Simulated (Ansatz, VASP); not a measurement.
**Cross-check of NbAlB (NbAlB in the AlB2 type) between VASP and Ansatz**

Wanted: the spread between two codes on one cell, functional and k mesh. The cell is generated by rule, not measured, and may not be a known phase. The cell is taken from a series of runs on this material, whose earlier steps may have relaxed, scaled, displaced or heated it; both programs get it as it stands.

Calculated with Ansatz 0.2.0; plane waves, with VASP 6.6.1 beside it; relaxation of cell and atoms at LDA and zone-centre phonons at LDA.

The structure was built from a prototype and need not be the compound's stable phase.

### Step 1. The structure

Symmetry: P-6m2, No. 187, hexagonal system. The conventional cell has a = 3.570 Å, b = 3.570 Å, c = 3.318 Å, α = 90.00°, β = 90.00°, γ = 120.00°. Nearest to Nb lie 6 B at 2.65 Å and 6 Al at 2.65 Å. B has 3 Al at 2.06 Å and 6 Nb at 2.65 Å nearest. Nearest to Al lie 3 B at 2.06 Å and 6 Nb at 2.65 Å. Farther neighbours are not listed.

### Step 2. VASP: relaxation of cell and atoms, LDA, pair 1

The relaxed volume is the usual yardstick between codes: in a stiff, nearly cubic crystal its relative difference is about their pressure difference at one cell divided by the bulk modulus.

Lines of VASP's logs that name or quote its potential files are left out, and so is its time.

The input, INCAR:

```
SYSTEM = NbAlB
PREC = Accurate
ENCUT = 500
EDIFF = 1E-07
NELM = 120
ISMEAR = 0
SIGMA = 0.1
LREAL = .FALSE.
ALGO = Normal
GGA = CA
NBANDS = 15
LASPH = .TRUE.
LORBIT = 11
LWAVE = .FALSE.
LCHARG = .FALSE.
ISIF = 3
IBRION = 2
NSW = 80
EDIFFG = -0.005
GGA_COMPAT = .FALSE.
NELMIN = 4
KPAR = 2
```

The input, POSCAR:

```
NbAlB
1.0
    3.5704700000     -0.0000030000      0.0000000000
   -1.7852330000      3.0921190000      0.0000000000
    0.0000000000      0.0000000000      3.3184260000
Nb B Al
1 1 1
Direct
    0.0000000000      0.0000000000      0.0000000000
    0.3333335740      0.6666667745      0.5000000000
    0.6666668678      0.3333335489      0.5000000000
```

The input, KPOINTS:

```
Automatic mesh
0
Gamma
9 9 10
0 0 0
```

The projector-augmented-wave data sets are Nb_sv, B and Al (LDA family, release 64).

Run with:

```sh
$ mpirun -np 2 vasp_std
```

Numbers of over 12 decimals in the logs are rounded to 6 here.

Log:

```text
[banner, memory and clock lines left out]
running    2 mpi-ranks, on    1 nodes
 distrk:  each k-point on    1 cores,    2 groups
 distr:  one band on    1 cores,    1 groups

 POSCAR found type information on POSCAR NbB Al
 POSCAR found :  3 types and       3 ions
 LDA part: xc-table for (Slater(with rela. corr.)+CA(PZ))
 , standard interpolation
 POSCAR, INCAR and KPOINTS ok, starting setup
 FFT: planning ... GRIDC
 FFT: planning ... GRID_SOFT
 FFT: planning ... GRID
 WAVECAR not read
 entering main loop
       N       E                     dE             d eps       ncg     rms          rms(c)
DAV:   1     0.133754884213E+03    0.13375E+03   -0.92710E+03  2160   0.117E+03
DAV:   2    -0.185960218039E+02   -0.15235E+03   -0.14790E+03  2692   0.405E+02
DAV:   3    -0.255617349228E+02   -0.69657E+01   -0.68096E+01  3565   0.706E+01
DAV:   4    -0.258448360119E+02   -0.28310E+00   -0.28191E+00  2867   0.133E+01
DAV:   5    -0.258553789507E+02   -0.10543E-01   -0.10540E-01  3514   0.271E+00    0.101E+01
DAV:   6    -0.233116956103E+02    0.25437E+01   -0.11296E+01  3679   0.266E+01    0.276E+00
DAV:   7    -0.232548769755E+02    0.56819E-01   -0.70282E-01  2922   0.806E+00    0.180E+00
DAV:   8    -0.232424356261E+02    0.12441E-01   -0.49068E-02  3159   0.166E+00    0.323E-01
DAV:   9    -0.232420790120E+02    0.35661E-03   -0.58075E-03  3634   0.566E-01    0.172E-01
DAV:  10    -0.232420638046E+02    0.15207E-04   -0.12166E-03  3068   0.291E-01    0.408E-02
DAV:  11    -0.232420260045E+02    0.37800E-04   -0.20923E-04  3272   0.132E-01    0.298E-02
DAV:  12    -0.232420235906E+02    0.24140E-05   -0.16788E-05  2810   0.330E-02    0.284E-03
DAV:  13    -0.232420235918E+02   -0.12456E-08   -0.14288E-06  3041   0.117E-02    0.304E-03
DAV:  14    -0.232420235618E+02    0.29955E-07   -0.81820E-08  1815   0.282E-03
   1 F= -.23242024E+02 E0= -.23238193E+02  d E =-.232420E+02
[...]
2 F= -.23241985E+02 E0= -.23238128E+02  d E =0.387110E-04
[...]
3 F= -.23242128E+02 E0= -.23238285E+02  d E =-.104091E-03
[...]
4 F= -.23242128E+02 E0= -.23238285E+02  d E =-.104045E-03
 curvature:  -0.23 expect dE=-0.154E-05 dE for cont linesearch -0.136E-07
 ZBRENT: accuracy reached
 trial: gam= 0.00337 g(F)=  0.216E-41 g(S)=  0.673E-05 ort = 0.520E-05 (trialstep = 0.890E+00)
 search vector abs. value=  0.677E-05
 bond charge predicted
       N       E                     dE             d eps       ncg     rms          rms(c)
DAV:   1    -0.232421403834E+02   -0.12770E-04   -0.46683E-04  2454   0.231E-01    0.174E-02
DAV:   2    -0.232421332122E+02    0.71712E-05   -0.20830E-05  2636   0.400E-02    0.824E-03
DAV:   3    -0.232421315102E+02    0.17020E-05   -0.43834E-06  3540   0.191E-02    0.165E-03
DAV:   4    -0.232421314661E+02    0.44114E-07   -0.21460E-07  2363   0.388E-03
   5 F= -.23242131E+02 E0= -.23238277E+02  d E =-.385970E-05
 trial-energy change:   -0.000004  1 .order   -0.000004   -0.000006   -0.000002
 step:   1.2370(harm=  1.2370)  dis= 0.00000  next Energy=   -23.242132 (dE=-0.417E-05)
 reached required accuracy - stopping structural energy minimisation
```

Parts of OUTCAR (step 2):

```text
ion  position               nearest neighbor table
   1  0.000  0.000  0.000-   3 2.65   3 2.65   3 2.65   3 2.65   3 2.65   3 2.65
   2  0.333  0.667  0.500-   3 2.06   3 2.06   3 2.06
   3  0.667  0.333  0.500-   2 2.06   2 2.06   2 2.06   1 2.65   1 2.65   1 2.65   1 2.65   1 2.65
                             1 2.65

  LATTYP: Found a hexagonal cell.
 ALAT       =     3.5704700000
 C/A-ratio  =     0.9294087333

 Subroutine GETGRP returns: Found 12 space group operations
 (whereof 12 operations were pure point group operations)

The static configuration has the point symmetry D_3h.

 Found     72 irreducible k-points:

   k-points           NKPTS =     72   k-points in BZ     NKDIM =     72   number of bands    NBANDS=     15

   dimension x,y,z NGX =    28 NGY =   28 NGZ =   24
   dimension x,y,z NGXF=    56 NGYF=   56 NGZF=   48

   ENCUT  =  500.0 eV  36.75 Ry    6.06 a.u.   6.51  6.51  6.05*2*pi/ulx,y,z

   NELECT =      19.0000    total number of electrons

 k-points in reciprocal lattice and weights: Automatic mesh
   0.00000000  0.00000000  0.00000000       0.001
   0.11111111  0.00000000  0.00000000       0.007
   0.22222222  0.00000000  0.00000000       0.007
   0.33333333  0.00000000  0.00000000       0.007
   0.44444444  0.00000000  0.00000000       0.007
   0.11111111  0.11111111  0.00000000       0.007
   0.22222222  0.11111111  0.00000000       0.015
   0.33333333  0.11111111  0.00000000       0.015
   0.44444444  0.11111111  0.00000000       0.007
[...]
0.33333333  0.22222222  0.50000000       0.015
   0.33333333  0.33333333  0.50000000       0.002

 average (electrostatic) potential at core
       1 -77.7794       2 -27.2934       3 -67.0001

 E-fermi :  11.1875

 k-point     1 :       0.0000    0.0000    0.0000
  band No.  band energies     occupation
    ...
      5      -0.8572      2.00000
      6       7.4530      2.00000
      7       7.4530      2.00000
      8       7.7597      2.00000
      9      10.5830      2.00000
     10      11.8468      0.00000
     11      11.8468      0.00000
     12      13.1642      0.00000
     13      13.1642      0.00000
     14      13.2698      0.00000
    ...

 k-point     2 :       0.1111    0.0000    0.0000
  band No.  band energies     occupation
    ...
      5      -0.6559      2.00000
      6       6.9542      2.00000
      7       7.5527      2.00000
      8       7.8163      2.00000
      9      10.0085      2.00000
     10      11.7717      0.00000
     11      12.5518      0.00000
     12      12.7197      0.00000
     13      12.9266      0.00000
     14      13.9000      0.00000
    ...

 k-point     3 :       0.2222    0.0000    0.0000
  band No.  band energies     occupation
    ...
      5      -0.0752      2.00000
      6       5.8699      2.00000
      7       7.8038      2.00000
      8       7.8581      2.00000
      9       9.2623      2.00000
     10      11.5910      0.00000
     11      12.1090      0.00000
     12      12.5278      0.00000
     13      13.5742      0.00000
     14      15.0707      0.00000
    ...

  Total       -0.0006003     -0.0006003      0.0062426      0.0000000     -0.0000000      0.0000000
  in kB       -0.0261957     -0.0261957      0.2724184      0.0000000     -0.0000000      0.0000000
  external PRESSURE =       0.0733423 kB  Pullay stress =       0.0000000 kB

  energy-cutoff  :      500.00
  volume of cell :       36.71
      direct lattice vectors                 reciprocal lattice vectors
     3.572457219 -0.000003002  0.000000000     0.279919513  0.161611358 -0.000000000
    -1.786226609  3.093839983 -0.000000000     0.000000272  0.323223079 -0.000000000
    -0.000000000  0.000000000  3.321802816    -0.000000000  0.000000000  0.301041349

 POSITION                                       TOTAL-FORCE (eV/Angst)
 -----------------------------------------------------------------------------------
      1.78623      3.09384      3.32180         0.000000     -0.000000      0.000000
      0.00000      2.06256      1.66090        -0.000000      0.000000     -0.000000
      1.78623      1.03128      1.66090         0.000000     -0.000000     -0.000000
 -----------------------------------------------------------------------------------
    total drift:                                0.000001      0.000049      0.000000

  FREE ENERGIE OF THE ION-ELECTRON SYSTEM (eV)
  ---------------------------------------------------
  free  energy   TOTEN  =       -23.2421314661 eV

  energy  without entropy=      -23.2344226510  energy(sigma->0) =      -23.23827706

 reached required accuracy - stopping structural energy minimisation

 total charge
# of ion       s       p       d       tot
------------------------------------------
    1        2.138   6.004   2.615  10.757
    2        0.655   1.162   0.000   1.817
    3        0.428   0.552   0.000   0.980
--------------------------------------------------
tot          3.221   7.719   2.615  13.555

[... 3 further parts left out ...]
```

This run has no spin polarisation. Its electron count is odd, so without a moment it is a metal by construction. The run keeps the 12 symmetry operations of its start, so it cannot find a distortion of lower symmetry.

### Step 3. Ansatz: relaxation of cell and atoms, LDA, pair 1

Ansatz runs on its PAW soft_1 files.

The same cell, functional (in two slightly different forms), mesh and smearing now go to Ansatz, which takes its cutoff from its data sets.

The input, input.yaml:

```yaml
crystal:
  lattice:
    - [3.5704701167, -2.8824e-06, 0.0]
    - [-1.7852325621, 3.0921192657, 0.0]
    - [0.0, 0.0, 3.3184257656]
  atoms:
    - { symbol: Nb, position: [0.0, 0.0, 0.0] }
    - { symbol: B, position: [0.3333333333, 0.6666666667, 0.5] }
    - { symbol: Al, position: [0.6666666667, 0.3333333333, 0.5] }
kpoints:
  mp_grid: { grid: [9, 9, 10] }
hamiltonian:
  xc: lda
  pseudopotentials: { kind: paw, azcp: { folder: soft_1 }, xc_functional: pbe }
scf:
  occupations: { method: gaussian, width: 0.1 }
output:
  forces: true
  stress: true
  eigenvalues: true
relax:
  adjacent_minimum: "off"
  f_tol: 0.005
  max_steps: 80
  cell: { stress_tol: 0.05 }
```

Run with:

```sh
$ ansatz run input.yaml --threads 4 --pin off --max-ram 12288MiB --backend cpu --events-out ev --progress --plain --runs-dir out
```

Log:

```text
Engine: ansatz 0.2.0, aarch64-unknown-linux-gnu
Pseudopotentials: kind: paw
Pseudopotential: Nb, paw, valence charge 13, recommended cutoff 420 eV (normal), soft_1/Nb.paw.azcp
Pseudopotential: B, paw, valence charge 3, recommended cutoff 420 eV (normal), soft_1/B.paw.azcp
Pseudopotential: Al, paw, valence charge 3, recommended cutoff 420 eV (normal), soft_1/Al.paw.azcp
Functional definition: SPW92
  exchange = slater_x
  correlation = pw_c
Crystal: 3 atoms, lattice volume = 36.636 Å³
Basis set: ecut = 420 eV, 689 PW (Γ)
Bands: 14, of which v1, the nominal top of the filled ones, is band 10 counted from 1 (9 counted from 0)
Symmetry: 12 space group operations
Space group: P-6m2 (ITA 187), of the structure as read, at distance tolerance 3.3e-5 Å
k-points: 72 of 810 (time reversal used)
Non-local potential: Nb, projectors of the file, l = 0: 3, l = 1: 2, l = 2: 2, l = 3: 1
Non-local potential: B, projectors of the file, l = 0: 2, l = 1: 2, l = 2: 1
Non-local potential: Al, projectors of the file, l = 0: 2, l = 1: 2, l = 2: 1
PAW form: soft (Blöchl's): semilocal exchange-correlation on the pseudo side does not see the compensation charge
PAW frozen core: Nb, regenerated for the run's functional, and the local potential with it (the file was generated under x = pbe(κ = 0.804, μ = 0.219515), c = pbe(β = 0.066725))
PAW frozen core: B, regenerated for the run's functional, and the local potential with it (the file was generated under x = pbe(κ = 0.804, μ = 0.219515), c = pbe(β = 0.066725))
PAW frozen core: Al, regenerated for the run's functional, and the local potential with it (the file was generated under x = pbe(κ = 0.804, μ = 0.219515), c = pbe(β = 0.066725))
PAW one-centre angular grid: Nb, 590 points (default); XC on 64 Gauss nodes
PAW one-centre angular grid: B, 110 points (default); XC on 64 Gauss nodes
PAW one-centre angular grid: Al, 110 points (default); XC on 64 Gauss nodes
Initial density: superposition of atomic densities (chi_scale 0.1, normalization cell, long waves kept (reshape's long-wave potential 0.00 eV rms))
Initial wavefunctions: pseudopotential atomic-orbital guess
Functional: x = slater, c = lda
SCF iter   1: F=—  HF=-5107.794816 eV  |F-HF|=—  |Δ(HF+E_count)|=         —  Δρ=1.07e-1  dr2=8.36e0  ethr=3.10e-3  ⟨swp⟩=5.2  Hψ=5453  notcnv=0
preconditioner: auto → none  [metal: Δε(μ)=0.038 eV  Ē_g=8.131 eV  σ=0.100 eV  W_gap=0.21  n_scr=8 (ndim 8)  ℏωp=20.3 eV  f_vac=0.000  D(μ)=1.29/eV (n_scr^D=8)  sad-step TF]
SCF iter   2: F=—  HF=-5106.592851 eV  |F-HF|=—  |Δ(HF+E_count)|=    1.20e0  Δρ=7.41e-2  dr2=4.08e0  ethr=3.10e-3  ⟨swp⟩=2.4  Hψ=2117  notcnv=0  defer=21
SCF iter   3: F=—  HF=-5105.605117 eV  |F-HF|=—  |Δ(HF+E_count)|=   9.88e-1  Δρ=7.32e-3  dr2=2.63e-2  ethr=3.10e-3  ⟨swp⟩=3.2  Hψ=2148  notcnv=0  defer=21
SCF iter   4: F=—  HF=-5105.599586 eV  |F-HF|=—  |Δ(HF+E_count)|=   5.53e-3  Δρ=1.19e-3  dr2=5.66e-4  ethr=1.38e-4  ⟨swp⟩=1.3  Hψ=1607  notcnv=0  defer=14
SCF iter   5: F=—  HF=-5105.599506 eV  |F-HF|=—  |Δ(HF+E_count)|=   7.93e-5  Δρ=3.71e-4  dr2=9.53e-5  ethr=2.98e-6  ⟨swp⟩=2.0  Hψ=1378  notcnv=0  defer=14
SCF iter   6: F=—  HF=-5105.599486 eV  |F-HF|=—  |Δ(HF+E_count)|=   2.05e-5  Δρ=3.50e-5  dr2=2.52e-7  ethr=5.02e-7  ⟨swp⟩=2.4  Hψ=1319  notcnv=0  defer=14
SCF iter   7: F=-5105.599486 eV  HF=-5105.599486 eV  |F-HF|=1.10e-9  |Δ(HF+E_count)|=   2.60e-8  Δρ=6.99e-6  dr2=8.29e-9  ethr=5.26e-10  ⟨swp⟩=6.3  Hψ=4965  notcnv=0
SCF 1 converged in 7 iterations: F = -5105.599486 eV  dr2 = 8.29e-9
  greatest PAW one-centre occupation: 0.996 electrons in one spin orbital (limit 2), on the Nb atom at site 0 (counted from 0), in its partial waves of l = 0
relax step   1: F+E_penalty+E_count = -5105.59948591 eV  Δ(F+E_penalty+E_count) = +0.000e0 eV  max|allowed force component| = 5.089e-17 eV/Å  Δτ_max = 0.0000 Å  P = +0.207 GPa  Ω = 36.636 Å³  (7 SCF iters, dr2 threshold 1.00e-7 eV, accepted)
[...]
relax step   2: F+E_penalty+E_count = -5105.59948660 eV  Δ(F+E_penalty+E_count) = -6.917e-7 eV  max|allowed force component| = 1.947e-16 eV/Å  Δτ_max = 0.0000 Å  P = -0.144 GPa  Ω = 36.710 Å³  energy of the carried Pulay correction = -2.506e-5 eV  (6 SCF iters, dr2 threshold 3.00e-7 eV, accepted)
[...]
relax step   3: F+E_penalty+E_count = -5105.59952329 eV  Δ(F+E_penalty+E_count) = -3.669e-5 eV  max|allowed force component| = 1.673e-16 eV/Å  Δτ_max = 0.0000 Å  P = +0.000 GPa  Ω = 36.680 Å³  energy of the carried Pulay correction = -1.474e-5 eV  (6 SCF iters, dr2 threshold 1.73e-7 eV, accepted)
[...]
relax step   4: F+E_penalty+E_count = -5105.59954353 eV  Δ(F+E_penalty+E_count) = -2.024e-5 eV  max|allowed force component| = 1.334e-16 eV/Å  Δτ_max = 0.0000 Å  P = +0.001 GPa  Ω = 36.680 Å³  stress off target by 1.41e-3 GPa  SCF on the basis re-selected at this cell (its energy is not comparable with the rows above)  (7 SCF iters)
basis re-selected at this cell: Δ(F+E_penalty+E_count) = -2.024e-5 eV, ΔP = +0.001 GPa vs the last step (what re-selecting the basis moved, of the pressure what is left beyond the Pulay correction that the steps carried, after the strain that the cell walked since its last selection, with what the two solves' SCF thresholds leave and, on support functions, any second-order correction that the steps lacked; it is no m [...]
SCF converged after 7 iterations
Free energy (F): -5105.599544 eV
Harris-Foulkes:  -5105.599544 eV  (|F-HF|=9.09e-13)
Internal energy: -5105.591773 eV  (E = F + TS)
E sigma→0 (E₀):  -5105.595658 eV
Entropy (-TS):   -0.007770 eV (-2.590 meV/atom)
Fermi energy:    14.925883 eV
--- Per-component energies (eV) ---
  E_band       = -69.531606
  E_kinetic    = 448.163016
  E_local      = -830.857960  (includes V_loc(G=0)·N_el)
  E_nonlocal   = 120.429776
  E_hartree    = 295.741308
  E_xc         = -236.400244
  E_vxc        = -270.373311  (∫ρ·V_xc dr)
  E_paw        = -3492.052704  (= ΣΔE_a)
  E_vpaw       = -128.375790  (= ΣTr[D̂ρ^β])
  E_aug_tail   = 0.000047  (compensation charges beyond the density's cutoff)
  E_ewald      = -1411.142256
  E_core_change = 0.527245  (= ΣΔE_core)
  E_smearing   = -0.007770  (= −TS)
  E_closure    = 0.000000  (closes the sum)
  Σ components = -5105.599544   (vs F -5105.599544, Δ=0.00e0)
--- Forces (eV/Å), atoms counted from 1 ---
  atom   1  Nb     0.00000000     0.00000000     0.00000000
  atom   2  B      0.00000000     0.00000000     0.00000000
  atom   3  Al    -0.00000000    -0.00000000     0.00000000
  max |Σ_I F_I| component: 1.55e-16 eV/Å
--- Stress (GPa, compression-positive) ---
        0.001411       0.000000       0.000000
        0.000000       0.001411       0.000000
        0.000000       0.000000      -0.000021
  P = ⅓ Tr σ = 0.0009 GPa (0.009 kbar)
--- Band table (eV; the first three rows and the last of 72) ---
  k-point 0: bands = [... 6 lower, 11.1909, 11.4943, 14.3097, 15.5847, 15.5847, 16.8964, 16.8964, 17.0098]
  k-point 1: bands = [... 6 lower, 11.2845, 11.2845, 14.3201, 14.9334, 14.9334, 17.1779, 17.2901, 17.2901]
  k-point 2: bands = [... 6 lower, 11.5505, 11.5505, 14.0330, 14.0330, 14.6627, 17.1310, 17.1310, 17.5725]
  k-point 71: bands = [... 6 lower, 10.6931, 11.0693, 11.6346, 16.3562, 17.1692, 17.7813, 18.3406, 18.9126]
--- Relaxed structure (3 steps of the walk, 3 accepted, 1 SCFs on fresh bases) ---
  F+E_penalty+E_count = -5105.59954353 eV   max|allowed force component| = 1.334e-16 eV/Å   (the final SCF, on the basis selected at the relaxed cell)
  cell:  # Å, volume = 36.6798 Å³
    - [3.570343, -2.882307836916502e-6, 0]
    - [-1.785169, 3.092009, 0]
    - [0, 0, 3.322586]
  atoms:
    - { symbol: Nb, position: [0, 0, 0] }
    - { symbol: B, position: [0.333333, 0.666667, 0.500000] }
    - { symbol: Al, position: [0.666667, 0.333333, 0.500000] }
```

Reading the cycles: dr2 is the Hartree energy of the density residual (eV), the measure of convergence; HF is the Harris–Foulkes estimate of the energy, which meets the free energy F at convergence.

### Step 4. Comparison

Known differences besides the potentials themselves: the two LDA forms differ slightly; the cutoff is 420 eV in Ansatz and 500 eV in VASP; VASP's log shows a relativistic correction to its local exchange, Ansatz's none; Ansatz adds a Pulay correction to the stress that steers its cell, VASP none. Total energies have different zeros and are not compared.

The two programs side by side:

| quantity | Ansatz | VASP | difference |
| --- | --- | --- | --- |
| volume (Å³) | 36.68 | 36.71 | -0.09 % |
| edge a after relaxation, in the typed setting (Å) | 3.570 | 3.572 | -0.06 % |
| edge c after relaxation, in the typed setting (Å) | 3.323 | 3.322 | +0.02 % |

[end of part 1 of 2]

[Lines on the potential files, build, host, timing and source positions are cut from VASP's logs without a mark.]

[Logs are printed without paths, hosts, clocks, repeated set-up lines and the standing remarks that a program may print on its own settings, such as how far it seeks lower states.]

[Hosts, paths, dates, database ids (printed as entryN), source tags and the programs' standing remarks are cut or masked in the printed files.]
